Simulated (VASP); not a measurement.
Energy against volume of SrTiO$_{3}$ (cubic perovskite). All values below come from r2SCAN+rVV10, VASP's PBE PAW potentials (set 64) (plane waves; VASP). Run with 520 eV cut-off, 6×6×6 Γ-centred mesh, Gaussian smearing of 0.050 eV, potentials Sr_sv Ti_sv O.

```json
[
 {"V (Å³/atom)": "11.542", "E (eV/atom)": "-12.46718"},
 {"V (Å³/atom)": "11.899", "E (eV/atom)": "-12.47454"},
 {"V (Å³/atom)": "12.256", "E (eV/atom)": "-12.46896"},
 {"V (Å³/atom)": "12.613", "E (eV/atom)": "-12.45236"}
]
```

Task: Fit these four points and predict the energy of the run at 11.185 Å³/atom.

Result: A cubic in V^(−2/3), the third-order Birch-Murnaghan form, passes through the four points with V0 = 11.91 Å³/atom and B0 = 192 GPa, and gives -12.4446 eV/atom there. The run gave -12.4447 eV/atom, -0.1 meV/atom from the fit; all five points give B0 = 192 GPa.

The compound is SrTiO3 in the cubic perovskite structure, the ideal cubic form; the compound distorts at low or room temperature. It was relaxed first.
